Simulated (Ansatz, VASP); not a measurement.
# BiSb in two plane-wave programs

Aim: how closely do two programs agree when they are given the same cell, functional and k mesh? The cell is generated by rule, not measured, and may not be a known phase. The cell is taken from a series of runs on this material, whose earlier steps may have relaxed, scaled, displaced or heated it; both programs get it as it stands.

Main program and level: Ansatz 0.2.0; plane waves, with VASP 6.6.1 beside it; relaxation of cell and atoms at PBEsol.

### Step 1. The starting structure

It takes space group P6_3/mmc (No. 194, hexagonal). The conventional cell has a = 4.348 Å, b = 4.348 Å, c = 7.729 Å, α = 90.00°, β = 90.00°, γ = 120.00°. Nearest to Bi lie 6 Sb at 3.17 Å. Nearest to Sb lie 6 Bi at 3.17 Å. Farther neighbours are not listed.

### Step 2. Ansatz: relaxation of cell and atoms, PBEsol, pair 1

Ansatz runs on its default PAW (the set named soft_2) files.

The relaxed volume is the usual yardstick between codes: in a stiff, nearly cubic crystal its relative difference is about their pressure difference at one cell divided by the bulk modulus.

Contents of input.yaml:

```yaml
crystal:
  lattice:
    - [4.3484028425, 0.0, 0.0]
    - [-2.1742014212, 3.7658273275, 0.0]
    - [0.0, 0.0, 7.7291911266]
  atoms:
    - { symbol: Bi, position: [0.0, 0.0, 0.0] }
    - { symbol: Bi, position: [0.0, 0.0, 0.5] }
    - { symbol: Sb, position: [0.3333333333, 0.6666666667, 0.25] }
    - { symbol: Sb, position: [0.6666666667, 0.3333333333, 0.75] }
kpoints:
  mp_grid: { grid: [10, 10, 6] }
hamiltonian:
  xc: pbesol
scf:
  occupations: { method: methfessel_paxton, width: 0.15 }
output:
  forces: true
  stress: true
  eigenvalues: true
relax:
  adjacent_minimum: "off"
  f_tol: 0.001
  max_steps: 60
  cell: { stress_tol: 0.01 }
```

The run is started by

```console
$ ansatz run input.yaml --threads 4 --pin off --max-ram 7168MiB --backend cpu --events-out ev --progress --plain --runs-dir out
```

Numbers of over 12 decimals in the logs are rounded to 6 here.

The log of the run:

```text
Engine: ansatz 0.2.0, aarch64-unknown-linux-gnu
Pseudopotentials: kind: paw
Pseudopotential: Bi, paw, valence charge 15, recommended cutoff 420 eV (normal), Bi.paw.azcp
Pseudopotential: Sb, paw, valence charge 15, recommended cutoff 420 eV (normal), Sb.paw.azcp
Functional definition: PBEsol
  exchange = pbesol_x
  correlation = pbesol_c
Crystal: 4 atoms, lattice volume = 126.568 Å³
Basis set: ecut = 420 eV, 2467 PW (Γ), exchange–correlation on 60×60×108 points (8 copies of the dense FFT grid, shifted against one another)
Bands: 36, of which v1, the nominal top of the filled ones, is band 30 counted from 1 (29 counted from 0)
Symmetry: 24 space group operations
Space group: P63/mmc (ITA 194), of the structure as read, at distance tolerance 5.0e-5 Å
k-points: 56 of 600
Non-local potential: Bi, projectors of the file, l = 0: 2, l = 1: 2, l = 2: 2, l = 3: 2
Non-local potential: Sb, projectors of the file, l = 0: 2, l = 1: 2, l = 2: 2, l = 3: 2
PAW form: soft (Blöchl's): semilocal exchange-correlation on the pseudo side does not see the compensation charge
PAW frozen core: Bi, regenerated for the run's functional, and the local potential with it (the file was generated under x = pbe(κ = 0.804, μ = 0.219515), c = pbe(β = 0.066725))
PAW frozen core: Sb, regenerated for the run's functional, and the local potential with it (the file was generated under x = pbe(κ = 0.804, μ = 0.219515), c = pbe(β = 0.066725))
PAW one-centre angular grid: Bi, 590 points (default); XC on 64 Gauss nodes
PAW one-centre angular grid: Sb, 590 points (default); XC on 64 Gauss nodes
Initial density: superposition of atomic densities (neutral atoms: chi_scale 0, normalization atom), corrected by the library's trained network
Initial wavefunctions: pseudopotential atomic-orbital guess
Functional: x = pbesol(κ = 0.804, μ = 0.123457), c = pbesol(β = 0.046)
SCF iter   1: F=—  HF=-37299.878221 eV  |F-HF|=—  |Δ(HF+E_count)|=         —  Δρ=2.17e-3  dr2=5.61e-3  ethr=1.77e-3  ⟨swp⟩=6.3  Hψ=8201  notcnv=0
preconditioner: auto → Kerker (q_TF=auto, 2.409 Å⁻¹)  [metal: Δε(μ)=0.003 eV  Ē_g=7.966 eV  σ=0.150 eV  W_gap=0.02  n_scr=34 (ndim 8)  ℏωp=14.8 eV  f_vac=0.000  D(μ)=2.29/eV (n_scr^D=10)]
SCF iter   2: F=—  HF=-37299.874199 eV  |F-HF|=—  |Δ(HF+E_count)|=   4.02e-3  S|Δr|=    0.00e0  Δρ=1.49e-3  dr2=2.32e-3  ethr=9.36e-6  ⟨swp⟩=2.2  Hψ=3654  notcnv=0
SCF iter   3: F=—  HF=-37299.874194 eV  |F-HF|=—  |Δ(HF+E_count)|=   5.12e-6  S|Δr|=    0.00e0  Δρ=7.70e-4  dr2=4.20e-4  ethr=3.87e-6  ⟨swp⟩=2.0  Hψ=3639  notcnv=0
SCF iter   4: F=—  HF=-37299.873932 eV  |F-HF|=—  |Δ(HF+E_count)|=   2.62e-4  S|Δr|=    0.00e0  Δρ=2.46e-4  dr2=4.70e-5  ethr=7.01e-7  ⟨swp⟩=2.0  Hψ=3631  notcnv=0
SCF iter   5: F=—  HF=-37299.873887 eV  |F-HF|=—  |Δ(HF+E_count)|=   4.47e-5  S|Δr|=    0.00e0  Δρ=3.69e-5  dr2=2.28e-6  ethr=7.83e-8  ⟨swp⟩=2.0  Hψ=3635  notcnv=0
SCF iter   6: F=—  HF=-37299.873887 eV  |F-HF|=—  |Δ(HF+E_count)|=   1.24e-7  S|Δr|=    0.00e0  Δρ=1.42e-5  dr2=2.30e-7  ethr=3.80e-9  ⟨swp⟩=2.9  Hψ=3723  notcnv=0
SCF iter   7: F=-37299.873887 eV  HF=-37299.873887 eV  |F-HF|=1.30e-9  |Δ(HF+E_count)|=   7.74e-8  S|Δr|=    0.00e0  Δρ=2.59e-6  dr2=1.31e-8  ethr=1.67e-10  ⟨swp⟩=8.6  Hψ=9161  notcnv=0
SCF 1 converged in 7 iterations: F = -37299.873887 eV  dr2 = 1.31e-8
  greatest PAW one-centre occupation: 0.996 electrons in one spin orbital (limit 2), on the Sb atom at site 3 (counted from 0), in its partial waves of l = 2
relax step   1: F+E_penalty+E_count = -37299.87388717 eV  Δ(F+E_penalty+E_count) = +0.000e0 eV  max|allowed force component| = 5.320e-17 eV/Å  Δτ_max = 0.0000 Å  P = -0.032 GPa  Ω = 126.568 Å³  (7 SCF iters, dr2 threshold 1.00e-7 eV, accepted)
[...]
relax step   2: F+E_penalty+E_count = -37299.87392307 eV  Δ(F+E_penalty+E_count) = -3.590e-5 eV  max|allowed force component| = 3.007e-17 eV/Å  Δτ_max = 0.0000 Å  P = +0.024 GPa  Ω = 126.460 Å³  energy of the carried Pulay correction = +2.063e-5 eV  (4 SCF iters, dr2 threshold 1.00e-8 eV, accepted)
[...]
relax step   3: F+E_penalty+E_count = -37299.87391820 eV  Δ(F+E_penalty+E_count) = +4.871e-6 eV  max|allowed force component| = 3.701e-17 eV/Å  Δτ_max = 0.0000 Å  P = +0.003 GPa  Ω = 126.513 Å³  energy of the carried Pulay correction = +1.046e-5 eV  (4 SCF iters, dr2 threshold 1.75e-9 eV, accepted)
[...]
relax step   4: F+E_penalty+E_count = -37299.87390251 eV  Δ(F+E_penalty+E_count) = +1.569e-5 eV  max|allowed force component| = 3.469e-17 eV/Å  Δτ_max = 0.0000 Å  P = +0.003 GPa  Ω = 126.513 Å³  stress off target by 4.77e-3 GPa  SCF on the basis re-selected at this cell (its energy is not comparable with the rows above)  (7 SCF iters)
basis re-selected at this cell: Δ(F+E_penalty+E_count) = +1.569e-5 eV, ΔP = +0.000 GPa vs the last step (what re-selecting the basis moved, of the pressure what is left beyond the Pulay correction that the steps carried, after the strain that the cell walked since its last selection, with what the two solves' SCF thresholds leave and, on support functions, any second-order correction that the steps lacked; it is no m [...]
SCF converged after 7 iterations
Stability not checked: this state was not tested for a lower state beside it, because cold or Methfessel-Paxton smearing, or corrected tetrahedra, fill the levels in a way that the test cannot read (fill_not_monotonic; see scf.lower_state_search)
Free energy (F): -37299.873903 eV
Harris-Foulkes:  -37299.873903 eV  (|F-HF|=7.28e-12)
Internal energy: -37299.870236 eV  (E = F + TS)
E sigma→0 (E₀):  -37299.872986 eV
Entropy (-TS):   -0.003667 eV (-0.917 meV/atom)
Fermi energy:    10.151993 eV
--- Per-component energies (eV) ---
  E_band       = -535.523115
  E_kinetic    = 1019.954903
  E_local      = -6201.000985  (includes V_loc(G=0)·N_el)
  E_nonlocal   = 1852.626038
  E_hartree    = 2418.679684
  E_xc         = -575.992730
  E_vxc        = -482.088634  (∫ρ·V_xc dr)
  E_paw        = -30018.042042  (= ΣΔE_a)
  E_vpaw       = -1562.372918  (= ΣTr[D̂ρ^β])
  E_aug_tail   = -0.000929  (compensation charges beyond the density's cutoff)
  E_ewald      = -5796.937392
  E_core_change = 0.843218  (= ΣΔE_core)
  E_smearing   = -0.003667  (= −TS)
  E_closure    = -0.000000  (closes the sum)
  Σ components = -37299.873903   (vs F -37299.873903, Δ=0.00e0)
--- Forces (eV/Å), atoms counted from 1 ---
  atom   1  Bi    -0.00000000     0.00000000     0.00000000
  atom   2  Bi     0.00000000     0.00000000     0.00000000
  atom   3  Sb     0.00000000     0.00000000     0.00000000
  atom   4  Sb    -0.00000000    -0.00000000    -0.00000000
  max |Σ_I F_I| component: 9.25e-18 eV/Å
--- Stress (GPa, compression-positive) ---
        0.004768      -0.000000       0.000000
        0.000000       0.004768       0.000000
        0.000000       0.000000       0.000287
  P = ⅓ Tr σ = 0.0033 GPa (0.033 kbar)
--- Band table (eV; the first three rows and the last of 56) ---
  k-point 0: bands = [... 26 lower, 8.6370, 10.0613, 10.0613, 10.1742, 10.5387, 10.8589, 10.8589, 12.5074, ... 2 higher]
  k-point 1: bands = [... 26 lower, 8.6971, 9.7455, 9.8603, 9.8603, 11.0320, 11.0492, 11.0492, 12.3963, ... 2 higher]
  k-point 2: bands = [... 26 lower, 8.8728, 9.2508, 9.4980, 9.4980, 11.3975, 11.3975, 11.7148, 12.1185, ... 2 higher]
  k-point 55: bands = [... 26 lower, 7.1988, 7.1988, 9.1203, 9.1203, 9.8438, 9.8438, 13.6959, 13.6959, ... 2 higher]
--- Relaxed structure (3 steps of the walk, 3 accepted, 1 SCFs on fresh bases) ---
  F+E_penalty+E_count = -37299.87390251 eV   max|allowed force component| = 3.469e-17 eV/Å   (the final SCF, on the basis selected at the relaxed cell)
  cell:  # Å, volume = 126.5131 Å³
    - [4.349439, -2.8874472346365027e-11, 0.0]
    - [-2.174719, 3.766725, 0.0]
    - [0.0, 0.0, 7.722152]
  atoms:
    - { symbol: Bi, position: [0, 0, 0.0] }
    - { symbol: Bi, position: [0, 0, 0.5] }
    - { symbol: Sb, position: [0.333333, 0.666667, 0.25] }
    - { symbol: Sb, position: [0.666667, 0.333333, 0.75] }
```

### Step 3. VASP: relaxation of cell and atoms, PBEsol, pair 1

The same cell, functional, mesh and smearing now go to VASP, with its own data sets.

Lines of VASP's logs that name or quote its potential files are left out, and so is its time.

Contents of INCAR:

```
SYSTEM = BiSb
PREC = Accurate
ENCUT = 500
EDIFF = 1E-07
NELM = 120
ISMEAR = 1
SIGMA = 0.15
LREAL = .FALSE.
ALGO = Normal
GGA = PS
NBANDS = 26
LORBIT = 11
LWAVE = .FALSE.
LCHARG = .FALSE.
ISIF = 3
IBRION = 2
NSW = 80
EDIFFG = -0.005
LASPH = .TRUE.
GGA_COMPAT = .FALSE.
NELMIN = 4
KPAR = 2
```

Contents of POSCAR:

```
BiSb
1.0
    4.3484030000      0.0000000000      0.0000000000
   -2.1742010000      3.7658270000      0.0000000000
    0.0000000000      0.0000000000      7.7291910000
Bi Sb
2 2
Direct
    0.0000000000      0.0000000000      0.0000000000
    0.0000000000      0.0000000000      0.5000000647
    0.3333333452      0.6666668437      0.2500000323
    0.6666665576      0.3333334218      0.7499999677
```

Contents of KPOINTS:

```
Automatic mesh
0
Gamma
10 10 6
0 0 0
```

The projector-augmented-wave data sets are Bi_d and Sb (PBE family, release 64).

The run is started by

```console
$ mpirun -np 2 vasp_std
```

The log of the run:

```text
[banner, memory and clock lines left out]
running    2 mpi-ranks, on    1 nodes
 distrk:  each k-point on    1 cores,    2 groups
 distr:  one band on    1 cores,    1 groups

 POSCAR found type information on POSCAR BiSb
 POSCAR found :  2 types and       4 ions
|                                                                             |
|               ----> ADVICE to this user running VASP <----                  |
|                                                                             |
|     You enforced a specific xc type in the INCAR file but a different       |
|     [... a line on the potential file left out ...]
|     I HOPE YOU KNOW WHAT YOU ARE DOING!                                     |
|                                                                             |

 LDA part: xc-table for (Slater+PW92), standard interpolation
 POSCAR, INCAR and KPOINTS ok, starting setup
 FFT: planning ... GRIDC
 FFT: planning ... GRID_SOFT
 FFT: planning ... GRID
 WAVECAR not read
 entering main loop
       N       E                     dE             d eps       ncg     rms          rms(c)
DAV:   1     0.368976407076E+03    0.36898E+03   -0.18375E+04  2912   0.151E+03
DAV:   2     0.155929885013E+02   -0.35338E+03   -0.34871E+03  3174   0.402E+02
DAV:   3    -0.163652599709E+02   -0.31958E+02   -0.31416E+02  3684   0.138E+02
DAV:   4    -0.174737071054E+02   -0.11084E+01   -0.11049E+01  3340   0.284E+01
DAV:   5    -0.175226595531E+02   -0.48952E-01   -0.48943E-01  4416   0.567E+00    0.278E+00
DAV:   6    -0.174356951945E+02    0.86964E-01   -0.30102E-01  3558   0.341E+00    0.147E+00
DAV:   7    -0.174329146279E+02    0.27806E-02   -0.38467E-02  3226   0.105E+00    0.808E-01
DAV:   8    -0.174320405587E+02    0.87407E-03   -0.54498E-03  3324   0.443E-01    0.134E-01
DAV:   9    -0.174318405368E+02    0.20002E-03   -0.78977E-04  3096   0.151E-01    0.239E-02
DAV:  10    -0.174318529628E+02   -0.12426E-04   -0.86398E-05  3928   0.685E-02    0.662E-03
DAV:  11    -0.174318509854E+02    0.19774E-05   -0.11139E-05  3524   0.203E-02    0.232E-03
DAV:  12    -0.174318500508E+02    0.93458E-06   -0.91333E-07  2834   0.724E-03    0.116E-03
DAV:  13    -0.174318500154E+02    0.35452E-07   -0.49210E-08  1630   0.205E-03
   1 F= -.17431850E+02 E0= -.17430549E+02  d E =-.174319E+02
 curvature:   0.00 expect dE= 0.000E+00 dE for cont linesearch  0.000E+00
 trial: gam= 0.00000 g(F)=  0.200E-41 g(S)=  0.561E-04 ort = 0.000E+00 (trialstep = 0.100E+01)
 search vector abs. value=  0.561E-04
 bond charge predicted
       N       E                     dE             d eps       ncg     rms          rms(c)
DAV:   1    -0.174325568360E+02   -0.70679E-03   -0.20632E-02  3620   0.178E+00    0.138E-01
DAV:   2    -0.174319752206E+02    0.58162E-03   -0.11939E-03  3508   0.451E-01    0.592E-02
DAV:   3    -0.174318553874E+02    0.11983E-03   -0.52363E-04  3684   0.270E-01    0.856E-03
DAV:   4    -0.174318581654E+02   -0.27779E-05   -0.15906E-05  3282   0.321E-02    0.520E-03
DAV:   5    -0.174318602662E+02   -0.21009E-05   -0.19514E-06  3850   0.122E-02    0.158E-03
DAV:   6    -0.174318607030E+02   -0.43674E-06   -0.28406E-07  2392   0.484E-03    0.503E-04
DAV:   7    -0.174318605545E+02    0.14846E-06   -0.72821E-08  1502   0.299E-03    0.277E-04
DAV:   8    -0.174318605311E+02    0.23422E-07   -0.12615E-08  1482   0.153E-03
   2 F= -.17431861E+02 E0= -.17430579E+02  d E =-.105157E-04
 trial-energy change:   -0.000011  1 .order   -0.000010   -0.000056    0.000035
 step:   0.6129(harm=  0.6129)  dis= 0.00000  next Energy=   -17.431867 (dE=-0.172E-04)
 bond charge predicted
       N       E                     dE             d eps       ncg     rms          rms(c)
DAV:   1    -0.174319727967E+02   -0.11224E-03   -0.31023E-03  3616   0.690E-01    0.534E-02
DAV:   2    -0.174318871127E+02    0.85684E-04   -0.17890E-04  3506   0.175E-01    0.230E-02
DAV:   3    -0.174318683103E+02    0.18802E-04   -0.78819E-05  3666   0.105E-01    0.331E-03
DAV:   4    -0.174318679509E+02    0.35947E-06   -0.24293E-06  3274   0.126E-02    0.201E-03
DAV:   5    -0.174318673105E+02    0.64033E-06   -0.25949E-07  2220   0.470E-03    0.586E-04
DAV:   6    -0.174318671236E+02    0.18689E-06   -0.69884E-08  1480   0.272E-03    0.224E-04
DAV:   7    -0.174318671977E+02   -0.74066E-07   -0.25198E-08  1472   0.180E-03
   3 F= -.17431867E+02 E0= -.17430578E+02  d E =-.171823E-04
 curvature:  -0.31 expect dE=-0.238E-06 dE for cont linesearch -0.675E-09
 trial: gam= 0.02010 g(F)=  0.251E-41 g(S)=  0.776E-06 ort =-0.351E-06 (trialstep = 0.923E+00)
 search vector abs. value=  0.785E-06
 reached required accuracy - stopping structural energy minimisation
```

Parts of OUTCAR (step 3):

```text
ion  position               nearest neighbor table
   1  0.000  0.000  0.000-   3 3.17   4 3.17   4 3.17   3 3.17   3 3.17   4 3.17   2 3.86   2 3.86

  LATTYP: Found a hexagonal cell.
 ALAT       =     4.3484030000
 C/A-ratio  =     1.7774780764

 Subroutine GETGRP returns: Found 24 space group operations
 (whereof 12 operations were pure point group operations)

The static configuration has the point symmetry D_3d.
 The point group associated with its full space group is D_6h.

 Found     56 irreducible k-points:

   k-points           NKPTS =     56   k-points in BZ     NKDIM =     56   number of bands    NBANDS=     26

   dimension x,y,z NGX =    32 NGY =   32 NGZ =   56
   dimension x,y,z NGXF=    64 NGYF=   64 NGZF=  112

   ENCUT  =  500.0 eV  36.75 Ry    6.06 a.u.   7.93  7.93 14.09*2*pi/ulx,y,z

   NELECT =      40.0000    total number of electrons

 k-points in reciprocal lattice and weights: Automatic mesh
   0.00000000  0.00000000  0.00000000       0.002
   0.10000000 -0.00000000  0.00000000       0.010
   0.20000000 -0.00000000  0.00000000       0.010
   0.30000000 -0.00000000  0.00000000       0.010
   0.40000000 -0.00000000  0.00000000       0.010
   0.50000000 -0.00000000  0.00000000       0.005
   0.10000000  0.10000000  0.00000000       0.010
   0.20000000  0.10000000  0.00000000       0.020
   0.30000000  0.10000000  0.00000000       0.020
[...]
0.40000000  0.20000000  0.50000000       0.010
   0.30000000  0.30000000  0.50000000       0.010

 average (electrostatic) potential at core
       1-103.9175       2-103.9175       3 -85.4656       4 -85.4656

 E-fermi :   6.9381

 k-point     1 :       0.0000    0.0000    0.0000
  band No.  band energies     occupation
    ...
     16       5.4261      2.00000
     17       5.4261      2.00000
     18       6.8551      1.79607
     19       6.8551      1.79607
     20       6.9755      0.59274
     21       7.3236     -0.00169
     22       7.6427     -0.00000
     23       7.6427     -0.00000
     24       9.2957     -0.00000
     25       9.2957     -0.00000
    ...

 k-point     2 :       0.1000   -0.0000    0.0000
  band No.  band energies     occupation
    ...
     16       5.1531      2.00000
     17       5.1555      2.00000
     18       5.9186      2.00000
     19       6.0171      2.00000
     20       6.9303      1.08863
     21       7.5159     -0.00000
     22       8.0832     -0.00000
     23       8.8809     -0.00000
     24       9.0483     -0.00000
     25       9.5196     -0.00000
    ...

 k-point     3 :       0.2000   -0.0000    0.0000
  band No.  band energies     occupation
    ...
     16       4.5820      2.00000
     17       4.6489      2.00000
     18       5.3503      2.00000
     19       5.9410      2.00000
     20       6.9078      1.33415
     21       7.2211     -0.02266
     22       7.8612     -0.00000
     23       9.2461     -0.00000
     24       9.4297     -0.00000
     25      10.1701      0.00000
    ...

  Total        0.0046218      0.0046218     -0.0046485      0.0000000      0.0000000     -0.0000000
  in kB        0.0585551      0.0585550     -0.0588933      0.0000000      0.0000000     -0.0000000
  external PRESSURE =       0.0194056 kB  Pullay stress =       0.0000000 kB

  energy-cutoff  :      500.00
  volume of cell :      126.46
      direct lattice vectors                 reciprocal lattice vectors
     4.347438738 -0.000000000  0.000000000     0.230020493  0.132802379 -0.000000000
    -2.173718869  3.764991925 -0.000000000     0.000000000  0.265604819 -0.000000000
     0.000000000  0.000000000  7.726140919     0.000000000  0.000000000  0.129430722

 POSITION                                       TOTAL-FORCE (eV/Angst)
 -----------------------------------------------------------------------------------
      0.00000      0.00000      0.00000        -0.000000      0.000000     -0.000000
      0.00000      0.00000      3.86307         0.000000      0.000000     -0.000000
     -0.00000      2.51000      1.93154        -0.000000      0.000000      0.000000
      2.17372      1.25500      5.79461         0.000000     -0.000000      0.000000
 -----------------------------------------------------------------------------------
    total drift:                                0.000121     -0.000121     -0.000508

  FREE ENERGIE OF THE ION-ELECTRON SYSTEM (eV)
  ---------------------------------------------------
  free  energy   TOTEN  =       -17.4318671977 eV

  energy  without entropy=      -17.4279990916  energy(sigma->0) =      -17.43057783

 reached required accuracy - stopping structural energy minimisation

 total charge
# of ion       s       p       d       tot
------------------------------------------
    1        1.554   1.255   9.935  12.743
    2        1.554   1.255   9.935  12.743
    3        1.206   1.171   0.025   2.402
    4        1.206   1.171   0.025   2.402
--------------------------------------------------
tot          5.521   4.851  19.919  30.291

[... 3 further parts left out ...]
```

### Step 4. Side by side

Known differences besides the potentials themselves: the data sets hold 60 valence electrons in Ansatz (on its default PAW (the set named soft_2) files) and 40 in VASP; the cutoff is 420 eV in Ansatz and 500 eV in VASP; Ansatz makes its cores anew for this functional, VASP keeps those of its PBE data sets; Ansatz adds a Pulay correction to the stress that steers its cell, VASP none. Total energies have different zeros and are not compared.

Both answers:

```tsv
quantity	Ansatz	VASP	difference
volume (Å³)	126.51	126.46	+0.04 %
edge a after relaxation, in the typed setting (Å)	4.349	4.347	+0.05 %
edge c after relaxation, in the typed setting (Å)	7.722	7.726	-0.05 %
```

(Part 1 of 2 ends here.)

[Lines on the potential files, build, host, timing and source positions are cut from VASP's logs without a mark.]

[Logs are printed without paths, hosts, clocks, repeated set-up lines and the standing remarks that a program may print on its own settings, such as how far it seeks lower states.]

[Hosts, paths, dates, database ids (printed as entryN), source tags and the programs' standing remarks are cut or masked in the printed files.]
